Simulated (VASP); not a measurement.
# TiSn (P-6m2) in VASP: density of states with PBE

Aim: the density of states of TiSn with PBE.

All numbers are computed with VASP 6.6.1; they aren't measurements. Logs are shortened: lines on timing, memory, paths and dates and some standing lists are left out, and cuts for length are marked.

## 1. The structure

The structure is hexagonal, space group P-6m2 (No. 187). The conventional cell has a = 3.169 Å, b = 3.169 Å, c = 4.614 Å, α = 90.00°, β = 90.00°, γ = 120.00°. Ti (site symmetry -6m2) has 6 Sn at 2.94 Å and 6 Ti at 3.17 Å as nearest neighbours. Sn (site symmetry -6m2) is surrounded by 6 Ti at 2.94 Å and 6 Sn at 3.17 Å.

The cell was built by a generator and needn't be a form met in nature.

## 2. Density of states, PBE

File POSCAR:

```
TiSn                                    
1.0
    3.1688237649      0.0000000000      0.0000000000
   -1.5844118825      2.7442818772     -0.0000000000
    0.0000000000      0.0000000000      4.6140030682
  Ti              Sn            
     1     1
Direct
     1.0000000000000000    1.0000000000000000    0.0000000000000000
     0.6666666699999979    0.3333333300000021    0.5000000000000000
```

File INCAR.step1:

```
PREC = Accurate ; ENCUT = 520
EDIFF = 1E-6 ; ISMEAR = 0
SIGMA = 0.1 ; LREAL = F
LASPH = T ; NELM = 80
ALGO = Normal ; ISIF = 2
LWAVE = F ; LCHARG = T
LMAXMIX = 4 ; GGA = PE
NBANDS = 20 ; KPAR = 4
```

File KPOINTS.step1:

```
Automatic mesh
0
Gamma
  16 16 10
```

File INCAR.step2:

```
PREC = Accurate ; ENCUT = 520
EDIFF = 1E-6 ; ISMEAR = -5
SIGMA = 0.1 ; LREAL = F
LASPH = T ; NELM = 80
ALGO = Normal ; ISIF = 2
LWAVE = F ; LCHARG = F
LMAXMIX = 4 ; GGA = PE
LORBIT = 10 ; NBANDS = 20
KPAR = 4 ; NEDOS = 2001
ICHARG = 11
```

File KPOINTS.step2:

```
Automatic mesh
0
Gamma
  24 24 15
```

Potentials or basis: VASP PAW PBE potentials, release 64 (Ti_sv, Sn_d).

The run is started by

```bash
$ cat potpaw_PBE.64/Ti_sv/POTCAR potpaw_PBE.64/Sn_d/POTCAR > POTCAR
$ cp INCAR.step1 INCAR
$ cp KPOINTS.step1 KPOINTS
$ mpirun -np 4 vasp_std > vasp.out
$ cp INCAR.step2 INCAR
$ cp KPOINTS.step2 KPOINTS
$ mpirun -np 4 vasp_std > vasp.out
```

OUTCAR:

```text
PREC = Accurate
   ENCUT = 520
   EDIFF = 1E-6
   ISMEAR = -5
   LREAL = F
   LASPH = T
   NELM = 80
   ISIF = 2
   GGA = PE
   LORBIT = 10
   ICHARG = 11

 ion  position               nearest neighbor table
   1  0.000  0.000  0.000-   2 2.94   2 2.94   2 2.94   2 2.94   2 2.94   2 2.94
   2  0.667  0.333  0.500-   1 2.94   1 2.94   1 2.94   1 2.94   1 2.94   1 2.94

  LATTYP: Found a hexagonal cell.
 ALAT       =     3.1688237649
 C/A-ratio  =     1.4560617474

  Lattice vectors:

 A1 = (   3.1688237649,   0.0000000000,   0.0000000000)
 A2 = (  -1.5844118825,   2.7442818772,   0.0000000000)
 A3 = (   0.0000000000,   0.0000000000,   4.6140030682)

Analysis of symmetry for initial positions (statically):
=====================================================================
 Subroutine PRICEL returns:
 Original cell was already a primitive cell.

 Routine SETGRP: Setting up the symmetry group for a
 hexagonal supercell.

 Subroutine GETGRP returns: Found 12 space group operations
 (whereof 12 operations were pure point group operations)
 out of a pool of 24 trial point group operations.

The static configuration has the point symmetry D_3h.

Analysis of symmetry for dynamics (positions and initial velocities):
=====================================================================
 Subroutine PRICEL returns:
 Original cell was already a primitive cell.

 Routine SETGRP: Setting up the symmetry group for a
 hexagonal supercell.

 Subroutine GETGRP returns: Found 12 space group operations
 (whereof 12 operations were pure point group operations)
 out of a pool of 24 trial point group operations.

The dynamic configuration has the point symmetry D_3h.

 Subroutine INISYM returns: Found 12 space group operations
 (whereof 12 operations are pure point group operations),
 and found     1 'primitive' translations

----------------------------------------------------------------------------------------

                                     Primitive cell

  volume of cell :      40.1240

  direct lattice vectors                    reciprocal lattice vectors
     3.168823765  0.000000000  0.000000000     0.315574508  0.182197027  0.000000000
    -1.584411882  2.744281877  0.000000000     0.000000000  0.364394055  0.000000000
     0.000000000  0.000000000  4.614003068     0.000000000  0.000000000  0.216731542

  length of vectors
[... 74 lines left out ...]
 SYSTEM =  unknown system
   PREC   = accura    normal or accurate (medium, high low for compatibility)
   ISTART =      0    job   : 0-new  1-cont  2-samecut
   ICHARG =     11    charge: 1-file 2-atom 10-const
   ISPIN  =      1    spin polarized calculation?
   LNONCOLLINEAR =      F non collinear calculations
   LSORBIT =      F    spin-orbit coupling
   LASPH  =      T    aspherical Exc in radial PAW
   ENCUT  =  520.0 eV  38.22 Ry    6.18 a.u.   5.89  5.89  8.58*2*pi/ulx,y,z
   NELM   =     80;   NELMIN=  2; NELMDL=  0     # of ELM steps
   EDIFF  = 0.1E-05   stopping-criterion for ELM
   LREAL  =      F    real-space projection
[... 7 lines left out ...]
   TEBEG  =    0.0;   TEEND  =   0.0 temperature during run
   PSTRESS=    0.0 pullay stress
   NELECT =      26.0000    total number of electrons
   NUPDOWN=      -1.0000    fix difference up-down
   EMIN   =  10.00;   EMAX   =-10.00  energy-range for DOS
   EFERMI =   0.00;   METHOD = LEGACY
   ISMEAR =    -5;   SIGMA  =   0.10  broadening in eV -4-tet -1-fermi 0-gaus
   EFERMI_NEDOS =   21; number of points for ismear=-14 and -15
   IALGO  =     38    algorithm
   IMIX   =      4    mixing-type and parameters
     AMIX     =   0.40;   BMIX     =  1.00
     AMIX_MAG =   1.60;   BMIX_MAG =  1.00
  volume/ion in A,a.u.               =      20.06       135.39
  Fermi-wavevector in a.u.,A,eV,Ry     =   1.416656  2.677092 27.305723  2.006914
  Thomas-Fermi vector in A             =   2.537968
   LORBIT       =     10    0 simple, 1 ext, 2 COOP (PROOUT), +10 PAW based schemes
   GGA     = PE    functional components
   LHFCALC =     F    Hartree Fock is set to
   AEXX    =    0.0000 exact exchange contribution
   IVDW    =     0    specifies the selected vdW correction
   LEPSILON=     F    determine dielectric tensor
   LRPA    =     F    only Hartree local field effects (RPA)
 non-spin polarized calculation
 Fermi weights with tetrahedron method with Bloechl corrections
  energy-cutoff  :      520.00
  volume of cell :       40.12
 maximum number of plane-waves:      1096
 NGX is ok and might be reduce to    24

 number of electron      26.0000012 magnetization

 Free energy of the ion-electron system (eV)
  ---------------------------------------------------
  ext. energy  EPLUGINS =         0.00000000
  ---------------------------------------------------
  free energy    TOTEN  =       -12.11322600 eV

  energy without entropy =      -12.11322600  energy(sigma->0) =      -12.11322600

 E-fermi :   9.4120     XC(G=0): -11.3542

 val. band max:        9.4181807393   @ k =   0.1667   0.0833   0.4667
 cond. band min:       9.4064227494   @ k =   0.3750   0.1667   0.2000
 fundamental gap:     -0.0117579899
 Fermi energy:         9.4119619097

 k-point     1 :       0.0000    0.0000    0.0000
  band No.  band energies     occupation
      1     -47.5882      2.00000
      2     -23.9542      2.00000
      3     -23.6771      2.00000
      4     -23.6771      2.00000
      5     -11.9790      2.00000
      6     -11.9790      2.00000
[... 541 lines left out ...]
     19      13.7470      0.00000
     20      16.7733      0.00000

 [... further k-points ...]
[... 5 lines left out ...]
  --------------------------------------------------------------------------------------
  -------------------------------------------------------------------------------------
  Total       -0.0549702     -0.0549702      0.0035105      0.0000000      0.0000000     -0.0000000
  in kB       -2.1949915     -2.1949915      0.1401763      0.0000000      0.0000000     -0.0000000
  external PRESSURE =      -1.4166022 kB  Pullay stress =       0.0000000 kB

 VOLUME and BASIS-vectors are now :
 -----------------------------------------------------------------------------
  energy-cutoff  :      520.00
  volume of cell :       40.12
      direct lattice vectors                 reciprocal lattice vectors
     3.168823765  0.000000000  0.000000000     0.315574508  0.182197027  0.000000000
    -1.584411882  2.744281877  0.000000000     0.000000000  0.364394055  0.000000000
     0.000000000  0.000000000  4.614003068     0.000000000  0.000000000  0.216731542

 POSITION                                       TOTAL-FORCE (eV/Angst)
 -----------------------------------------------------------------------------------
      0.00000      0.00000      0.00000        -0.000000      0.000000      0.000000
      1.58441      0.91476      2.30700         0.000000      0.000000      0.000000
 -----------------------------------------------------------------------------------
    total drift:                               -0.003327      0.001921      0.000000

  FREE ENERGIE OF THE ION-ELECTRON SYSTEM (eV)
  ---------------------------------------------------
  free  energy   TOTEN  =       -12.1132260016 eV

  energy  without entropy=      -12.1132260016  energy(sigma->0) =      -12.11322600

 total charge

# of ion       s       p       d       tot
------------------------------------------
    1        2.164   6.095   1.889  10.149
    2        1.175   1.226  10.016  12.417
--------------------------------------------------
tot          3.339   7.321  11.905  22.566
```

OSZICAR.step1:

```text
N       E                     dE             d eps       ncg     rms          rms(c)
DAV:   1     0.231648218139E+03    0.23165E+03   -0.13549E+04  7288   0.196E+03
DAV:   2     0.779110440605E+01   -0.22386E+03   -0.21953E+03  7224   0.457E+02
DAV:   3    -0.126710932278E+02   -0.20462E+02   -0.20142E+02  8880   0.131E+02
DAV:   4    -0.135911112965E+02   -0.92002E+00   -0.91334E+00 10236   0.247E+01
DAV:   5    -0.136152474580E+02   -0.24136E-01   -0.24133E-01  9040   0.357E+00    0.891E+00
DAV:   6    -0.124029912629E+02    0.12123E+01   -0.86107E+00  7920   0.226E+01    0.328E+00
DAV:   7    -0.121515297849E+02    0.25146E+00   -0.12683E+00  7864   0.100E+01    0.188E+00
DAV:   8    -0.121186976916E+02    0.32832E-01   -0.18542E-01  8384   0.419E+00    0.614E-01
DAV:   9    -0.121162943735E+02    0.24033E-02   -0.32044E-02  8032   0.217E+00    0.242E-01
DAV:  10    -0.121159904437E+02    0.30393E-03   -0.37105E-03  9732   0.560E-01    0.708E-02
DAV:  11    -0.121159845377E+02    0.59059E-05   -0.40752E-04  9388   0.174E-01    0.300E-02
DAV:  12    -0.121159849255E+02   -0.38779E-06   -0.26477E-05  9188   0.432E-02    0.102E-02
DAV:  13    -0.121159847691E+02    0.15640E-06   -0.28017E-06  7192   0.163E-02
   1 F= -.12115985E+02 E0= -.12112052E+02  d E =-.786508E-02
```

Wall time 67 s (4 MPI ranks of Intel Xeon Platinum 8488C (Sapphire Rapids), shared host); peak memory 0.47 GiB.

Results:

```yaml
Valence_electrons_inside_the_program's_atomic_spheres: Ti 10.15; Sn 12.42
```

Levels at points of the mesh, in eV from the Fermi level:
| k point | band 10 | band 11 | band 12 | band 13 | band 14 | band 15 | band 16 | band 17 |
| --- | --- | --- | --- | --- | --- | --- | --- | --- |
| (0.00, 0.00, 0.00) | -10.96 | -2.58 | -2.04 | 0.71 | 0.71 | 1.68 | 1.68 | 3.54 |
| (0.50, 0.00, 0.00) | -6.30 | -4.98 | -1.95 | -0.86 | 1.31 | 2.67 | 2.85 | 3.67 |

States per cell in windows of 1 eV (zero at the Fermi level; states under -8 eV left out):
```tsv
from (eV)	total	Ti1_d	Sn2_p	Sn2_s	Sn2_d	Ti1_p	Ti1_s
-8.0	0.38	0.01	0.03	0.18	0.00	0.01	0.01
-7.0	0.51	0.02	0.03	0.27	0.01	0.01	0.00
-6.0	0.24	0.01	0.02	0.10	0.00	0.00	0.01
-5.0	0.43	0.02	0.13	0.01	0.00	0.01	0.03
-4.0	0.86	0.07	0.24	0.04	0.01	0.02	0.04
-3.0	1.15	0.20	0.30	0.04	0.02	0.04	0.03
-2.0	1.33	0.41	0.29	0.03	0.03	0.04	0.01
-1.0	2.21	1.17	0.14	0.02	0.05	0.05	0.02
0.0	2.01	1.39	0.10	0.01	0.04	0.01	0.01
1.0	2.82	2.08	0.12	0.05	0.05	0.02	0.02
2.0	2.32	1.57	0.17	0.11	0.04	0.03	0.02
3.0	1.28	0.59	0.21	0.07	0.04	0.03	0.04
4.0	1.21	0.38	0.25	0.04	0.06	0.05	0.05
5.0	1.17	0.32	0.24	0.03	0.07	0.07	0.06
6.0	0.82	0.18	0.20	0.01	0.06	0.05	0.04
7.0	0.87	0.18	0.19	0.01	0.08	0.06	0.05
```

Caveat: tetrahedron occupations give inexact forces and stress in metals.
